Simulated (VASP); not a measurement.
Input:

```xyz
63
Lattice="11.4648 0.0000 0.0000 0.0000 11.4648 0.0000 0.0000 0.0000 11.4648" Properties=species:S:1:pos:R:3 pbc="T T T"
Al     5.7261     0.0036    11.4587
Al     8.5937     2.8698    11.4395
Al     8.5976    11.4495     2.8851
Al     0.0088    11.4635    11.4489
Al     2.8692     2.8574    11.4601
Al     5.7442     5.7345    11.4435
Al     8.6069     8.5951    11.4610
Al     2.8699     0.0082     2.8701
Al     5.7605     2.8867     2.8854
Al     8.5702     5.6941     2.9085
Al     5.7377    11.4540     5.7161
Al     8.5615     2.9061     5.6841
Al     8.6029     0.0121     8.6010
Al    11.4638     5.7431    11.4610
Al     2.8597     8.6025    11.4505
Al     0.0191     2.8656     2.8846
Al     2.8477     5.7337     2.8875
Al     5.7387     8.6130     2.8824
Al    11.4631     0.0083     5.7321
Al     2.8492     2.8680     5.7170
Al     5.7560     5.7125     5.7096
Al     8.5959     8.6131     5.7197
Al     2.8599    11.4641     8.6169
Al     5.7403     2.8711     8.6234
Al     8.5952     5.7311     8.6222
Al    11.4628     8.5939     2.8717
Al     0.0147     5.7342     5.7200
Al     2.8705     8.5961     5.7337
Al    11.4644     2.8589     8.6065
Al     2.8658     5.7461     8.6092
Al     5.7282     8.5968     8.6084
Al     0.0074     8.6036     8.6180
As     7.1835     1.4495     1.4523
As    10.0135     4.2817     1.4563
As    10.0083     1.4577     4.2909
As     1.4345     1.4336     1.4339
As     4.3187     4.3198     1.4558
As     7.1570     7.1439     1.4628
As    10.0347    10.0329     1.4341
As     4.3255     1.4620     4.3078
As    10.0061     7.1427     4.3110
As     7.1509     1.4617     7.1372
As    10.0089     4.3122     7.1420
As    10.0324     1.4346    10.0311
As     1.4334     7.1668     1.4355
As     4.2996    10.0319     1.4350
As     1.4317     4.3004     4.3024
As     4.3221     7.1462     4.2913
As     7.1664    10.0315     4.3010
As     1.4345     1.4340     7.1671
As     4.3142     4.2873     7.1494
As     7.1792     7.1486     7.1469
As    10.0328    10.0333     7.1678
As     4.3014     1.4350    10.0330
As     7.1669     4.3018    10.0323
As    10.0322     7.1661    10.0332
As     1.4350    10.0332     4.3019
As     1.4329     7.1684     7.1671
As     4.3005    10.0347     7.1679
As     1.4342     4.3008    10.0340
As     4.3017     7.1670    10.0335
As     7.1682    10.0337    10.0317
As     1.4346    10.0327    10.0330
```
Cell charge -1.

Computed with HSE06 screened hybrid, VASP's PBE PAW potentials (set 64) (plane waves; VASP 6.6.1). Run with PREC = Normal, LREAL = Auto, ISYM = 0, NELECT = 252.0, EDIFF = 1E-5, 400 eV cut-off, 1×1×1 Γ-centred mesh, Gaussian smearing of 0.050 eV, potentials Al As.

The cell is charged, with a uniform compensating background. The supercell is sampled at Γ alone, which is coarse: total energies, pressure and levels can be off, energies of defects by several tenths of an eV.

Question: What does the run give for the energy per atom (σ→0)?

Answer: 
```json
{
  "energy per atom (σ→0)": "-5.293 eV/atom"
}
```

The cell is a supercell with a defect, built from AlAs (zinc blende): vac_As, charge -1. The cell's shape comes from a PBE relaxation. The run is not spin-polarised, so no state with unpaired spins was tried.
